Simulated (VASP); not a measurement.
## Pb (Lead) with PBEsol: from relaxation to properties

Aim: relax Pb (Lead) with PBEsol, compute its properties on that cell and hold them against experiment. The steps: full relaxation (PBEsol), single point with fields (PBEsol), bands along the symmetry lines (PBEsol), total and projected DOS (PBEsol), core levels (PBEsol), volume scan with PBEsol, fit for PBEsol and field gradients at the nuclei (PBEsol). Left out of this account: 1 further run (relaxation: a spoilt try). The start is a cell from a database of measured crystal structures.

Method: PBEsol; plane waves and PAW (Pb_d), in VASP 6.6.1.

Experimental background.

“Use of Cernox thermometers in AC specific heat measurements under pressure” (2019, arxiv:1901.05089) quotes from earlier work for Pb (elemental Pb, literature value): lattice constant a (cubic lattice constant) 4.95 Å [Passing remark in the paper's theory part; literature value without reference or stated …].

Report form: the programs' logs are mostly left out.

## 1. The starting structure

Before any relaxation, the start is as follows. It takes space group Fm-3m (No. 225, cubic). Conventional cell: a = 4.950 Å, b = 4.950 Å, c = 4.950 Å, α = 90.00°, β = 90.00°, γ = 90.00°. Nearest to Pb lie 12 Pb at 3.50 Å.

## 2. Full relaxation (PBEsol)

The start need not lie at this functional's minimum. ISIF = 3 frees volume, shape and positions, and EDIFFG sets the threshold on forces and stress at which the search stops. PBEsol restores the gradient expansion of exchange and is tuned for the cells of solids.

File INCAR:

```
SYSTEM = Pb
PREC = Accurate
ENCUT = 400
EDIFF = 1E-06
NELM = 100
ISMEAR = 1
SIGMA = 0.2
LREAL = .FALSE.
ALGO = Normal
GGA = PS
NBANDS = 13
LORBIT = 11
LWAVE = .FALSE.
LCHARG = .FALSE.
KPAR = 2
IBRION = 2
NSW = 60
ISIF = 3
EDIFFG = -0.01
```

File POSCAR:

```
Pb
1.0
    0.0000000000      2.4750200000      2.4750200000
    2.4750200000      0.0000000000      2.4750200000
    2.4750200000      2.4750200000      0.0000000000
Pb
1
Direct
    0.0000000000      0.0000000000      0.0000000000
```

File KPOINTS:

```
Automatic mesh
0
Gamma
7 7 7
0 0 0
```

The projector-augmented-wave data sets are Pb_d (PBE family, release 64).

Started as:

```sh
$ mpirun -np 2 vasp_std
```

It took 2.6 s on 2 MPI ranks of Intel Xeon Platinum 8488C (Sapphire Rapids), shared host; peak memory 0.26 GiB.

The k-mesh is coarse for a metal. The PAW data sets were made with PBE, which is usual practice but a small mismatch for other functionals. The run keeps the 48 symmetry operations of its start, so it cannot find a distortion of lower symmetry.

Little changed from the start: no atom moved by 0.005 Å and no cell edge by 0.1 %.

This step gave:

- electrons: 14
- bands: 13
- irreducible k-points: 20
- symmetry operations: 48
- free energy (TOTEN): -4.008 eV
- Fermi energy: 7.032 eV
- pressure: -0.02968 GPa
- metallic: yes
- SCF cycles over all ionic steps: 13

It ends with forces that vanish by symmetry and a pressure of -0.03 GPa. The volume lies -0.2 % from that of the database's start, which holds the thermal and zero-point expansion of its experiment.

## 3. Single point with fields (PBEsol)

The relaxed cell gets a fresh self-consistent run, on a basis set for its own volume, to fix the density and to check the remaining stress.

INCAR: that of step 2 with these lines changed.

```diff
@@ -13,7 +13,5 @@
 LWAVE = .FALSE.
-LCHARG = .FALSE.
-KPAR = 2
-IBRION = 2
-NSW = 60
-ISIF = 3
-EDIFFG = -0.01
+LCHARG = .TRUE.
+ISIF = 2
+LELF = .TRUE.
+LVHAR = .TRUE.
```

File POSCAR:

```
Pb
1.0
    0.0000000000      2.4735270012      2.4735270012
    2.4735270012      0.0000000000      2.4735270012
    2.4735270012      2.4735270012      0.0000000000
Pb
1
Direct
    0.0000000000      0.0000000000      0.0000000000
```

KPOINTS is that of step 2.

Started as:

```sh
$ mpirun -np 2 vasp_std
```

The job ended after 2.2 s (2 MPI ranks; peak memory 0.22 GiB; 3.3 s of CPU time).

Numbers from this step:

- SCF cycles: 10
- bands: 14
- pressure: 0.02133 GPa

Valence electrons inside each PAW sphere by angular momentum. Sphere charges, by row:

```csv
atom,s (e),p (e),d (e),tot (e)
Pb1,1.399,0.74,9.807,11.95
```

Valence density in the ac plane of the conventional cell at fractional y = 0.000, with atoms of Pb within 0.2 Å of it. It is the smooth field of the valence electrons, not physical close to the nuclei.

Ten even steps from '0' (0.0 e/Å³) to '9' (7.5 e/Å³), each cell a mean:
```
85100000000037
42000000000013
10000000000000
00000000000000
00000012100000
00000256310000
00001489620000
00000378510000
00000134200000
00000001000000
00000000000000
21000000000001
63100000000025
96200000000148
```
Columns run along a (4.9 Å), rows up along c (4.9 Å), edges of the conventional cell, whose origin can differ from the input's. Atoms in or near the plane, at fractional coordinates: Pb at (0.00, 0.00), Pb at (0.50, 0.50).

Electrostatic potential energy in the ac plane of the conventional cell at fractional y = 0.000, with atoms of Pb within 0.2 Å of it. With pseudopotentials it is smooth inside the atoms' cores, unlike the true potential.

Ten even steps from '_' (-88 eV) to '@' (3 eV), each cell a mean:
```
__..++%%@@@@@@@@@@@@@@##--__
::==##@@@@@@@@@@@@@@@@%%**--
##%%@@@@@@@@@@@@@@@@@@@@%%##
@@@@@@@@@@@@%%%%@@@@@@@@@@@@
@@@@@@@@@@##++++**%%@@@@@@@@
@@@@@@@@%%==....::**@@@@@@@@
@@@@@@@@##::____..++%%@@@@@@
@@@@@@@@##--____..++%%@@@@@@
@@@@@@@@%%**--::==##@@@@@@@@
@@@@@@@@@@%%####%%@@@@@@@@@@
%%@@@@@@@@@@@@@@@@@@@@@@@@%%
++**%%@@@@@@@@@@@@@@@@@@##++
..::**@@@@@@@@@@@@@@@@%%==..
__..++%%@@@@@@@@@@@@@@##::__
```
Columns run along a (4.9 Å; values clipped at the 3rd and 97th percentile), rows up along c (4.9 Å), edges of the conventional cell, whose origin can differ from the input's. Atoms in or near the plane, at fractional coordinates: Pb at (0.00, 0.00), Pb at (0.50, 0.50).

ELF in the ac plane of the conventional cell at fractional y = 0.000, with atoms of Pb within 0.2 Å of it. It is the smooth field of the valence electrons, not physical close to the nuclei.

Values, 14 rows by 14 columns, each cell a mean:
```
0.18 0.24 0.46 0.39 0.27 0.16 0.12 0.12 0.14 0.21 0.33 0.46 0.35 0.18
0.32 0.42 0.46 0.33 0.23 0.17 0.16 0.16 0.17 0.20 0.28 0.40 0.46 0.35
0.46 0.44 0.35 0.26 0.21 0.23 0.27 0.27 0.25 0.22 0.23 0.31 0.40 0.46
0.34 0.31 0.25 0.22 0.26 0.33 0.39 0.40 0.37 0.30 0.23 0.23 0.28 0.33
0.22 0.20 0.19 0.25 0.35 0.46 0.46 0.44 0.46 0.41 0.30 0.22 0.20 0.21
0.14 0.15 0.20 0.31 0.44 0.42 0.24 0.20 0.33 0.46 0.37 0.25 0.17 0.14
0.11 0.14 0.22 0.34 0.46 0.32 0.18 0.35 0.20 0.44 0.40 0.27 0.16 0.12
0.12 0.14 0.21 0.33 0.46 0.35 0.18 0.18 0.24 0.46 0.39 0.27 0.16 0.12
0.16 0.17 0.20 0.28 0.40 0.46 0.35 0.32 0.42 0.46 0.33 0.23 0.17 0.16
0.27 0.25 0.22 0.23 0.31 0.40 0.46 0.46 0.44 0.35 0.26 0.21 0.23 0.27
0.40 0.37 0.30 0.23 0.23 0.28 0.33 0.34 0.31 0.25 0.22 0.26 0.33 0.39
0.44 0.46 0.41 0.30 0.22 0.20 0.21 0.22 0.20 0.19 0.25 0.35 0.46 0.46
0.20 0.33 0.46 0.37 0.25 0.17 0.14 0.14 0.15 0.20 0.31 0.44 0.42 0.24
0.35 0.20 0.44 0.40 0.27 0.16 0.12 0.11 0.14 0.22 0.34 0.46 0.32 0.18
```
Columns run along a (4.9 Å), rows up along c (4.9 Å), edges of the conventional cell, whose origin can differ from the input's. Atoms in or near the plane, at fractional coordinates: Pb at (0.00, 0.00), Pb at (0.50, 0.50).

In this run the pressure is 0.02 GPa, small enough to go on.

## 4. Bands along the symmetry lines (PBEsol)

The mesh alone shows little of the dispersion and can miss band extrema, so KPOINTS_OPT adds a path through the symmetry points after the self-consistent cycle.

File INCAR:

```
SYSTEM = Pb
PREC = Accurate
ENCUT = 400
EDIFF = 1E-06
NELM = 100
ISMEAR = 1
SIGMA = 0.2
LREAL = .FALSE.
ALGO = Normal
GGA = PS
NBANDS = 18
LORBIT = 11
LWAVE = .FALSE.
LCHARG = .FALSE.
KPAR = 2
```

POSCAR is that of step 3.

KPOINTS is that of step 3.

File KPOINTS_OPT:

```
Line mode
16
Line-mode
Reciprocal
  0.00000000   0.00000000   0.00000000 GAMMA
  0.50000000   0.00000000   0.50000000 X

  0.50000000   0.00000000   0.50000000 X
  0.50000000   0.25000000   0.75000000 W

  0.50000000   0.25000000   0.75000000 W
  0.37500000   0.37500000   0.75000000 K

  0.37500000   0.37500000   0.75000000 K
  0.00000000   0.00000000   0.00000000 GAMMA

  0.00000000   0.00000000   0.00000000 GAMMA
  0.50000000   0.50000000   0.50000000 L

  0.50000000   0.50000000   0.50000000 L
  0.62500000   0.25000000   0.62500000 U

  0.62500000   0.25000000   0.62500000 U
  0.50000000   0.25000000   0.75000000 W

  0.50000000   0.25000000   0.75000000 W
  0.50000000   0.50000000   0.50000000 L

  0.50000000   0.50000000   0.50000000 L
  0.37500000   0.37500000   0.75000000 K

  0.62500000   0.25000000   0.62500000 U
  0.50000000   0.00000000   0.50000000 X
```

Started as:

```sh
$ mpirun -np 2 vasp_std
```

Wall time 8.4 s (2 MPI ranks); peak memory 0.26 GiB.

Spin-orbit coupling is off here; with elements this heavy it splits and shifts levels by tenths of an eV or more.

This step gave:

| Property | Result |
| --- | --- |
| SCF cycles | 9 |
| bands | 18 |
| pressure | 0.04173 GPa |

The electronic bands at the labelled points (eV, zero at the Fermi level; # counts the bands kept):

```csv
point,#1,#2,#3,#4,#5,#6
Γ,-11.69,7.52,7.52,7.52,9.85,11.43
0.53 of the way,-9.87,1.90,3.82,3.82,7.42,7.56
X,-6.63,-3.20,2.13,2.13,5.46,6.74
0.47 of the way,-6.58,-2.76,0.85,1.12,7.44,8.47
W,-6.52,-1.30,-1.30,0.34,10.95,12.27
0.47 of the way,-6.63,-1.94,-1.03,1.41,8.73,11.61
K,-6.71,-2.21,-1.15,3.06,6.56,11.45
0.47 of the way,-9.66,0.30,2.01,6.58,9.34,11.63
Γ,-11.69,7.52,7.52,7.52,9.85,11.43
0.47 of the way,-10.64,1.33,6.57,6.57,9.10,11.80
L,-8.05,-4.14,5.67,5.67,9.32,9.57
0.53 of the way,-7.54,-3.35,1.60,4.36,7.52,12.84
U,-6.71,-2.21,-1.15,3.06,6.56,11.45
0.47 of the way,-6.64,-2.01,-1.05,1.68,8.33,11.57
W,-6.52,-1.30,-1.30,0.34,10.95,12.27
0.47 of the way,-7.39,-3.10,1.19,3.11,8.95,11.13
L,-8.05,-4.14,5.67,5.67,9.32,9.57
0.53 of the way,-7.54,-3.35,1.60,4.36,7.52,12.84
K,-6.71,-2.21,-1.15,3.06,6.56,11.45
jump to U,-6.71,-2.21,-1.15,3.06,6.56,11.45
0.47 of the way,-6.61,-2.91,0.53,2.40,6.09,8.39
X,-6.63,-3.20,2.13,2.13,5.46,6.74
```

There is no gap at this level.

## 5. Total and projected DOS (PBEsol)

Here the states are counted by energy and projected on the atoms. The mesh is finer than in the run before.

INCAR: that of step 4 with these lines changed.

```diff
@@ -5,3 +5,3 @@
 NELM = 100
-ISMEAR = 1
+ISMEAR = -5
 SIGMA = 0.2
@@ -15 +15,2 @@
 KPAR = 2
+NEDOS = 2001
```

POSCAR is that of step 4.

File KPOINTS:

```
Automatic mesh
0
Gamma
10 10 10
0 0 0
```

Started as:

```sh
$ mpirun -np 2 vasp_std
```

It took 3.8 s on 2 MPI ranks; peak memory 0.27 GiB; 6.6 s of CPU time.

With tetrahedra the forces and stress of a metal are not exact derivatives of the energy.

Numbers from this step:

```yaml
scf_cycles: 11
irreducible_k_points: 47
free_energy_toten: -4.000 eV
fermi_energy: 7.183 eV
pressure: -0.2727 GPa
dos_at_the_fermi_level: 0.5249 states/eV/cell
```

The density of states has structure finer than the step of the table below, so its rows give means over 1 eV, whole bins alone (the curve runs from -12.0 to 7.91 eV). Peaks (eV: height): total -8.2: 0.774, -7.0: 0.894, -2.1: 1.15, 2.2: 0.861; Pb p -2.1: 0.405, 2.2: 0.362; Pb s -8.2: 0.499, -7.0: 0.662; Pb d -2.1: 0.018, 1.6: 0.027.

States under -12.0 eV and over 7.9 eV are left out. The density of states by energy, zero at the Fermi level; means over each step; values in states/eV/cell:

```csv
energy (eV),total,Pb p,Pb s,Pb d
-11,0.169,0.00288,0.0918,3.3e-4
-10,0.273,0.00786,0.152,0.00155
-9,0.400,0.0124,0.236,0.00386
-8,0.656,0.0142,0.429,0.00752
-7,0.488,0.00596,0.353,0.00388
-6,0,0,0,0
-5,0,0,0,0
-4,0.0898,0.0303,0.00245,6.1e-4
-3,0.477,0.165,0.0199,0.00553
-2,0.730,0.253,0.0510,0.00963
-1,0.445,0.157,0.0380,0.00869
0,0.521,0.192,0.0314,0.0143
1,0.594,0.227,0.0270,0.0193
2,0.773,0.316,0.0208,0.0250
3,0.733,0.319,0.0173,0.0243
4,0.652,0.308,0.0113,0.0209
5,0.559,0.293,0.00721,0.0147
6,0.421,0.186,0.0106,0.0223
7,0.498,0.101,0.0148,0.0548
```

The finer mesh and the other smearing move the Fermi level by +0.15 eV from the 7×7×7 run, one measure of the sampling error in the zero of the bands above. Of the states within 0.3 eV of the Fermi level, the largest shares in the PAW spheres are Pb p 37 % and Pb s 6 %. The rest lies in smaller channels or between the spheres.

## 6. Core levels (PBEsol)

ICORELEVEL = 1 prints the core eigenvalues in the potential of the ground state.

File INCAR:

```
SYSTEM = Pb
PREC = Accurate
ENCUT = 400
EDIFF = 1E-06
NELM = 100
ISMEAR = 1
SIGMA = 0.2
LREAL = .FALSE.
ALGO = Normal
GGA = PS
NBANDS = 13
LORBIT = 11
LWAVE = .FALSE.
LCHARG = .FALSE.
KPAR = 2
ICORELEVEL = 1
```

POSCAR is that of step 5.

File KPOINTS:

```
Automatic mesh
0
Gamma
7 7 7
0 0 0
```

Started as:

```sh
$ mpirun -np 2 vasp_std
```

Run time: 2.2 s. Hardware: 2 MPI ranks; peak memory 0.25 GiB.

These are scalar-relativistic Kohn-Sham levels of the ground state, with no core hole, so they are not binding energies.

Numbers from this step:

```
SCF cycles           : 9
bands                : 13
irreducible k-points : 20
free energy (TOTEN)  : -4.008 eV
Fermi energy         : 7.032 eV
pressure             : 0.01608 GPa
```

Kohn-Sham core levels. Core levels, by row:

```csv
atom,shell,level below the Fermi level (eV)
Pb1,1s,88088
Pb1,2s,15749
Pb1,2p,13504
Pb1,3s,3777
Pb1,3p,3134
Pb1,3d,2479
Pb1,4s,851.8
Pb1,4p,641
Pb1,4d,397.4
Pb1,4f,128.5
Pb1,5s,139.6
Pb1,5p,81.31
```

## 7. Volume scan with PBEsol, volume scale 0.94

An equation of state needs energies on both sides of the minimum, all on one mesh and cutoff.

INCAR: that of step 6 with these lines changed.

```diff
@@ -15,2 +15,2 @@
 KPAR = 2
-ICORELEVEL = 1
+ISIF = 2
```

File POSCAR:

```
Pb
1.0
    0.0000000000      2.4230326899      2.4230326899
    2.4230326899      0.0000000000      2.4230326899
    2.4230326899      2.4230326899      0.0000000000
Pb
1
Direct
    0.0000000000      0.0000000000      0.0000000000
```

KPOINTS is that of step 6.

Started as:

```sh
$ mpirun -np 2 vasp_std
```

It took 3.4 s on 2 MPI ranks; peak memory 0.24 GiB; 5.5 s of CPU time.

The scan keeps the cell's shape and the fractional positions fixed.

This step gave:

| Quantity | Value |
| --- | --- |
| SCF cycles | 10 |
| free energy (TOTEN) | -3.989 eV |
| energy at zero smearing | -3.989 eV |
| Fermi energy | 7.822 eV |
| pressure | 3.485 GPa |

The pressure here is 3.48 GPa.

## 8. Volume scan with PBEsol, volume scale 0.96

INCAR is that of step 7.

File POSCAR:

```
Pb
1.0
    0.0000000000      2.4400968626      2.4400968626
    2.4400968626      0.0000000000      2.4400968626
    2.4400968626      2.4400968626      0.0000000000
Pb
1
Direct
    0.0000000000      0.0000000000      0.0000000000
```

KPOINTS is that of step 7.

Started as:

```sh
$ mpirun -np 2 vasp_std
```

It took 3 s on 2 MPI ranks; peak memory 0.24 GiB.

This step gave:

| Item | Value |
| --- | --- |
| free energy (TOTEN) | -4.000 eV |
| energy at zero smearing | -4.000 eV |
| Fermi energy | 7.541 eV |
| pressure | 2.166 GPa |

The pressure falls from 3.48 to 2.17 GPa.

The run ends at a pressure of 2.17 GPa.

## 9. Volume scan with PBEsol, volume scale 0.98

INCAR is that of step 8.

File POSCAR:

```
Pb
1.0
    0.0000000000      2.4569256486      2.4569256486
    2.4569256486      0.0000000000      2.4569256486
    2.4569256486      2.4569256486      0.0000000000
Pb
1
Direct
    0.0000000000      0.0000000000      0.0000000000
```

KPOINTS is that of step 8.

Started as:

```sh
$ mpirun -np 2 vasp_std
```

Wall time 3.2 s (2 MPI ranks); peak memory 0.24 GiB; 5.1 s of CPU time.

The pressure falls from 2.17 to 1.02 GPa.

The run ends at a pressure of 1.02 GPa.

[end of part 1 of 2]

[Lines on the potential files, build, host, timing and source positions are cut from VASP's logs without a mark.]

[Logs are printed without paths, hosts, clocks, repeated set-up lines and the standing remarks that a program may print on its own settings, such as how far it seeks lower states.]

[Hosts, paths, dates, database ids (printed as entryN), source tags and the programs' standing remarks are cut or masked in the printed files.]

[A measured line is paired with the nearest computed mode of its activity, which favours agreement.]
